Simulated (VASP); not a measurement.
Computed with PBEsol GGA, VASP's PBE PAW potentials (set 64) (plane waves; VASP).

VASP ran on this input.

POSCAR:
```
Ga3InN4
1
    1.6320712583    -2.8268299260    -0.0000000000
    1.6320712583     2.8268299260     0.0000000000
    0.0000000000     0.0000000000    10.7071912840
In Ga N
1 3 4
Direct
  0.6666670000   0.3333330000   0.2514759853
  0.3333330000   0.6666670000   0.9902395761
  0.6666670000   0.3333330000   0.7509767319
  0.3333330000   0.6666670000   0.5114544079
  0.6666670000   0.3333330000   0.4540702021
  0.3333330000   0.6666670000   0.1696353799
  0.6666670000   0.3333330000   0.9327745499
  0.3333330000   0.6666670000   0.6933731670
```

**KPOINTS**
```
Automatic mesh
0
Gamma
7 7 2
0 0 0
```

**INCAR**
```
SYSTEM = Ga3InN4
PREC = Accurate
ENCUT = 520
EDIFF = 1E-6
NELM = 100
ALGO = Normal
LREAL = .FALSE.
LASPH = .TRUE.
ISMEAR = 0
SIGMA = 0.05
GGA = PS
LMAXMIX = 4
LWAVE = .FALSE.
LCHARG = .FALSE.
IBRION = 2
ISIF = 3
NSW = 60
EDIFFG = -0.02
```

POTCAR, in this order: In_d Ga_d N (PBE.64 set). Program: vasp_std.

Problem. What does the run give for the energy per atom (σ→0)?

Solution. 
The energy per atom (σ→0) is -6313 meV/atom.

OSZICAR:
```
...
DAV:   9    -0.505031664673E+02    0.26679E-01   -0.73531E-02  2224   0.544E+00    0.379E-01
DAV:  10    -0.505033880017E+02   -0.22153E-03   -0.13077E-02  2004   0.196E+00    0.277E-01
DAV:  11    -0.505036471076E+02   -0.25911E-03   -0.39752E-03  2312   0.756E-01    0.151E-01
DAV:  12    -0.505036870308E+02   -0.39923E-04   -0.61057E-04  1936   0.502E-01    0.519E-02
DAV:  13    -0.505037179783E+02   -0.30948E-04   -0.42397E-04  1736   0.171E-01    0.240E-02
DAV:  14    -0.505037181408E+02   -0.16243E-06   -0.22358E-05  1864   0.124E-01    0.122E-02
DAV:  15    -0.505037178409E+02    0.29986E-06   -0.79065E-06  1880   0.333E-02
   1 F= -.50503718E+02 E0= -.50503718E+02  d E =-.505037E+02
```

The structure was generated: Ga3InN4 was put into an ordered model structure (P3m1), which need not be its known phase. It was relaxed first. The start is the result of an earlier pass.
